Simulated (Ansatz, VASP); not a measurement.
**Ag3SnSe in VASP and in Ansatz**

File INCAR:

```
PREC = Accurate
ENCUT = 520
EDIFF = 1E-6
ISMEAR = 0
SIGMA = 0.1
LREAL = False
LASPH = True
NELM = 60
ALGO = Normal
ISIF = 2
LWAVE = False
LCHARG = True
GGA = PE
LELF = True
LVHAR = True
NBANDS = 34
```

The input KPOINTS:

```
Automatic mesh
0
Gamma
  4 4 4
```

Contents of POSCAR:

```
Ag3SnSe
1.0
    4.5652589900      0.0000000000      0.0000000000
    0.0000000000      4.5652589900      0.0000000000
    0.0000000000      0.0000000000      4.6937105600
Ag Sn Se
3 1 1
Direct
    0.0000000000      0.5000000000      0.0642205400
    0.5000000000      0.0000000000      0.0642205400
    0.0000000000      0.0000000000      0.5489717700
    0.0000000000      0.0000000000      0.1000427000
    0.5000000000      0.5000000000      0.5825414700
```

Input for Ansatz:

```yaml
crystal:
  lattice:
    - [4.56525899, 0.0, 0.0]
    - [0.0, 4.56525899, 0.0]
    - [0.0, 0.0, 4.69371056]
  atoms:
    - { symbol: Ag, position: [0.0, 0.5, 0.06422054] }
    - { symbol: Ag, position: [0.5, 0.0, 0.06422054] }
    - { symbol: Ag, position: [0.0, 0.0, 0.54897177] }
    - { symbol: Sn, position: [0.0, 0.0, 0.1000427] }
    - { symbol: Se, position: [0.5, 0.5, 0.58254147] }
basis:
  ecutwfc: 420
kpoints:
  mp_grid: { grid: [4, 4, 4] }
hamiltonian:
  xc: pbe
scf:
  occupations: { method: gaussian, width: 0.1 }
  lower_state_search: "off"
output:
  forces: true
  stress: true
  eigenvalues: true
```

Change from the starting cell: species swapped into the BaTiO3 type (P4mm, No. 99).

Alike in both runs: task single point; functional PBE; k mesh 4 × 4 × 4; occupations gaussian, width 0.1 eV; no spin polarisation.

```csv
,VASP,Ansatz
version,VASP 6.6.1,Ansatz 0.2.0
potentials or method,"VASP PAW PBE potentials, release 64 (Ag, Sn_d, Se)","scalar-relativistic, plane waves, PAW"
plane-wave cutoff (eV),520,420
valence electrons in the cell,53,87
```

|  | VASP | Ansatz | Ansatz less VASP |
| --- | --- | --- | --- |
| gap on the k mesh at the Fermi level (eV) | none | none | - |
| rms of the force components (eV/Å) | 3.253 | 3.246 | -0.0067 |

Atom by atom the forces differ by 0.008 eV/Å (rms over components). A gap of «none» marks a metal or a gap that the smearing closes. The two sets of potentials don't hold the same shells in valence.

Caveats: forces of over 1 eV/Å show positions far from the minimum, so gaps and moduli don't describe the material at rest.
